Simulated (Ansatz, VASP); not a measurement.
# Cross-check of Zr (Zirconium) between VASP and Ansatz, part 2 of 2

One calculation is typed for both programs; each brings its own data sets. How far apart do they land? The structure shown is the end of the Ansatz relaxation below.

VASP 6.6.1 and Ansatz 0.2.0.

So far. Step 3 (VASP: single point, PBEsol, pair 1): The run ends at a pressure of 4.29 GPa.

### Step 6. VASP: single point, PBEsol, pair 2 (continued)

Level of this step: PBEsol; plane waves and PAW (Zr_sv) (VASP).

Numbers of over 12 decimals in the logs are rounded to 6 here.

Parts of OUTCAR (step 6):

```text
  Total        0.5731755      0.5731755      0.5724445      0.0000000     -0.0000000      0.0000000
  in kB       20.8587384     20.8587384     20.8321348      0.0000000     -0.0000000      0.0000000
  external PRESSURE =      20.8498705 kB  Pullay stress =       0.0000000 kB

 POSITION                                       TOTAL-FORCE (eV/Angst)
 -----------------------------------------------------------------------------------
     -0.00000      1.82401      1.27334         0.000000     -0.000000      0.000000
      1.57964      0.91200      3.82002        -0.000000      0.000000      0.000000
 -----------------------------------------------------------------------------------
    total drift:                               -0.000000      0.000000     -0.000000

  FREE ENERGIE OF THE ION-ELECTRON SYSTEM (eV)
  ---------------------------------------------------
  free  energy   TOTEN  =       -18.1550759802 eV

  energy  without entropy=      -18.1569787907  energy(sigma->0) =      -18.15571025

[... 1 part as in an earlier step ...]

[... 2 further parts left out ...]
[key lines of the parts left out:]
E-fermi :   9.5189
```

The run ends at a pressure of 2.08 GPa.

### Step 7. Side by side

Both answers:

```tsv
quantity	Ansatz	VASP	difference
pressure (GPa)	2.04	2.08	-0.04
```

### Step 8. Ansatz: relaxation, PBEsol

This run makes the geometry at which the two programs are then compared. The cell compared in this pair holds 45.82 Å³, against 44.03 Å³ for the pair before.

The structure compared here is the end of the Ansatz relaxation.

File input.yaml:

```yaml
crystal:
  lattice:
    - [3.2047781123, 0.0, 0.0]
    - [-1.6023890562, 2.7754192587, 0.0]
    - [0.0, 0.0, 5.1517849896]
  atoms:
    - { symbol: Zr, position: [0.3333333333, 0.6666666667, 0.25] }
    - { symbol: Zr, position: [0.6666666667, 0.3333333333, 0.75] }
kpoints:
  mp_grid: { grid: [15, 15, 8] }
hamiltonian:
  xc: pbesol
  pseudopotentials: { kind: paw, azcp: { folder: soft_1 }, xc_functional: pbe }
scf:
  occupations: { method: methfessel_paxton, width: 0.2 }
output:
  forces: true
  stress: true
  eigenvalues: true
relax:
  adjacent_minimum: "off"
  f_tol: 0.001
  max_steps: 60
  cell: { stress_tol: 0.01, fix: [volume] }
```

On the command line:

```bash
ansatz run input.yaml --threads 4 --pin off --max-ram 10240MiB --backend cpu --events-out ev --progress --plain --runs-dir out
```

The program printed:

```text
[...]
Crystal: 2 atoms, lattice volume = 45.823 Å³
Basis set: ecut = 420 eV, 905 PW (Γ), exchange–correlation on 48×48×72 points (8 copies of the dense FFT grid, shifted against one another)
Bands: 16, of which v1, the nominal top of the filled ones, is band 12 counted from 1 (11 counted from 0)
Symmetry: 24 space group operations
[...]
k-points: 135 of 1800
[...]
k-point 134: bands = [... 8 lower, 12.6251, 12.6251, 12.8165, 12.8165, 14.1023, 14.1023, 16.1470, 16.1470]
--- Relaxed structure (2 steps of the walk, 2 accepted, 1 SCFs on fresh bases) ---
[...]
cell:  # Å, volume = 45.8231 Å³
    - [3.207305, 2.8890277349169404e-11, 0.0]
    - [-1.603652, 2.777607, 0.0]
    - [0.0, 0.0, 5.143671]
  atoms:
    - { symbol: Zr, position: [0.333333, 0.666667, 0.250000] }
    - { symbol: Zr, position: [0.666667, 0.333333, 0.750000] }
[key lines of the parts left out:]
SCF converged after 5 iterations
Free energy (F): -8257.310517 eV
Fermi energy:    14.125258 eV
P = ⅓ Tr σ = -1.8864 GPa (-18.864 kbar)
```

### Step 9. VASP: single point, PBEsol, pair 3

The same cell, functional, mesh and smearing now go to VASP, with its own data sets.

File INCAR:

```
SYSTEM = Zr
PREC = Accurate
ENCUT = 500
EDIFF = 1E-06
NELM = 120
ISMEAR = 1
SIGMA = 0.2
LREAL = .FALSE.
ALGO = Normal
GGA = PS
NBANDS = 18
LASPH = .TRUE.
LORBIT = 11
LWAVE = .FALSE.
LCHARG = .FALSE.
ISIF = 2
GGA_COMPAT = .FALSE.
KPAR = 2
```

File POSCAR:

```
Zr
1.0
    3.2073047024      0.0000000000      0.0000000000
   -1.6036523512      2.7776073500      0.0000000000
    0.0000000000      0.0000000000      5.1436714341
Zr
2
Direct
    0.3333333333      0.6666666667      0.2500000000
    0.6666666667      0.3333333333      0.7500000000
```

File KPOINTS:

```
Automatic mesh
0
Gamma
15 15 8
0 0 0
```

Potentials, in the order of the species: Zr_sv (PBE family, release 64).

On the command line:

```bash
mpirun -np 2 vasp_std
```

The program printed:

```text
[... set-up lines as in an earlier step ...]
 entering main loop
       N       E                     dE             d eps       ncg     rms          rms(c)
DAV:   1     0.204616939312E+03    0.20462E+03   -0.13192E+04  4868   0.129E+03
DAV:   2    -0.368634991846E+01   -0.20830E+03   -0.20523E+03  5782   0.372E+02
DAV:   3    -0.186148280205E+02   -0.14928E+02   -0.14782E+02  8838   0.720E+01
DAV:   4    -0.189616559837E+02   -0.34683E+00   -0.34646E+00  5738   0.116E+01
[...]
DAV:   9    -0.181564308750E+02   -0.29723E-03   -0.17966E-03  6304   0.394E-01    0.276E-02
DAV:  10    -0.181564060531E+02    0.24822E-04   -0.54912E-05  6938   0.425E-02    0.239E-02
DAV:  11    -0.181564067260E+02   -0.67293E-06   -0.97965E-06  5458   0.364E-02
   1 F= -.18156407E+02 E0= -.18157128E+02  d E =0.216476E-02
```

Parts of OUTCAR (step 9):

```text
  Total       -0.5223335     -0.5223335     -0.5247556     -0.0000000      0.0000000      0.0000000
  in kB      -18.2630859    -18.2630859    -18.3477723     -0.0000000      0.0000000      0.0000000
  external PRESSURE =     -18.2913147 kB  Pullay stress =       0.0000000 kB

 POSITION                                       TOTAL-FORCE (eV/Angst)
 -----------------------------------------------------------------------------------
     -0.00000      1.85174      1.28592        -0.000000      0.000000      0.000000
      1.60365      0.92587      3.85775         0.000000     -0.000000      0.000000
 -----------------------------------------------------------------------------------
    total drift:                               -0.000000      0.000000     -0.000000

  FREE ENERGIE OF THE ION-ELECTRON SYSTEM (eV)
  ---------------------------------------------------
  free  energy   TOTEN  =       -18.1564067260 eV

  energy  without entropy=      -18.1585714858  energy(sigma->0) =      -18.15712831

[... 1 part as in an earlier step ...]

[... 2 further parts left out ...]
[key lines of the parts left out:]
E-fermi :   9.0633
```

The run ends at a pressure of -1.83 GPa.

### Step 10. Side by side

Compared:

```tsv
quantity	Ansatz	VASP	difference
pressure (GPa)	-1.89	-1.83	-0.06
```

### Step 11. Summary of results

```
difference in pressure (single point, PBEsol, pair 1) : -0.046 GPa
difference in pressure (single point, PBEsol, pair 2) : -0.043 GPa
difference in pressure (single point, PBEsol, pair 3) : -0.057 GPa
```

**Reading.** The difference in pressure is -0.057 GPa (single point, PBEsol, pair 3), within the 1 GPa picked in this series as the mark of a large difference. 13 further runs of this series are not shown here. Such differences can come from data sets, numerical settings and the points named under the comparisons, not from the functional's error against experiment.

[Lines on the potential files, build, host, timing and source positions are cut from VASP's logs without a mark.]

[Logs are printed without paths, hosts, clocks, repeated set-up lines and the standing remarks that a program may print on its own settings, such as how far it seeks lower states.]

[Hosts, paths, dates, database ids (printed as entryN), source tags and the programs' standing remarks are cut or masked in the printed files.]
